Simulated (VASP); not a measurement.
Al2O3 (Corundum):

```
Al O
1.0
     2.38025    1.37424    4.33187
    -2.38025    1.37424    4.33187
     0.00000   -2.74848    4.33187
Al O
4 6
Direct
  0.35216 0.35216 0.35216
  0.14784 0.14784 0.14784
  0.64784 0.64784 0.64784
  0.85216 0.85216 0.85216
  0.55668 0.94332 0.25000
  0.25000 0.55668 0.94332
  0.94332 0.25000 0.55668
  0.44332 0.05668 0.75000
  0.75000 0.44332 0.05668
  0.05668 0.75000 0.44332
```

| Property | Result |
| --- | --- |
| Program | VASP 6.6.1 |
| Task | relaxation of cell and atoms |
| Functional | PBE |
| Potentials or basis | VASP PAW PBE potentials, release 64 (Al, O) |
| Cutoff | 600 eV |
| k mesh | 6 × 6 × 6 |
| Occupations | gaussian, width 0.02 eV |
| Spin | no spin polarisation |

At the start: pressure 6.8 GPa; volume 8.50 Å³/atom.

Question: How do energy, volume and symmetry change on relaxing?

Answer: Over 7 steps the energy falls by 5.1 meV/atom and the volume is 8.75 Å³/atom (+2.9 %); space group R-3c (No. 167, to 0.05 Å).

The path:
| step | energy change (eV) | largest force (eV/Å) | pressure (GPa) | volume (Å³) |
| --- | --- | --- | --- | --- |
| 1 | 0.0000 | 0.0278 | 6.85 | 85.02 |
| 2 | -0.0143 | 0.0473 | -5.35 | 89.57 |
| 3 | -0.0505 | 0.0372 | -0.06 | 87.44 |
| 4 | -0.0505 | 0.0368 | 0.09 | 87.39 |
| 5 | -0.0507 | 0.0032 | 0.10 | 87.40 |
| 6 | -0.0507 | 0.0031 | 0.10 | 87.40 |
| 7 | -0.0507 | 0.0022 | -0.06 | 87.47 |

Final structure:
```
CELL_PARAMETERS angstrom
2.40319 1.38748 4.37196
-2.40319 1.38748 4.37196
0.00000 -2.77496 4.37196
ATOMIC_POSITIONS crystal
Al 0.35215 0.35215 0.35215
Al 0.14785 0.14785 0.14785
Al 0.64785 0.64785 0.64785
Al 0.85215 0.85215 0.85215
O 0.55617 0.94383 0.25000
O 0.25000 0.55617 0.94383
O 0.94383 0.25000 0.55617
O 0.44383 0.05617 0.75000
O 0.75000 0.44383 0.05617
O 0.05617 0.75000 0.44383
```
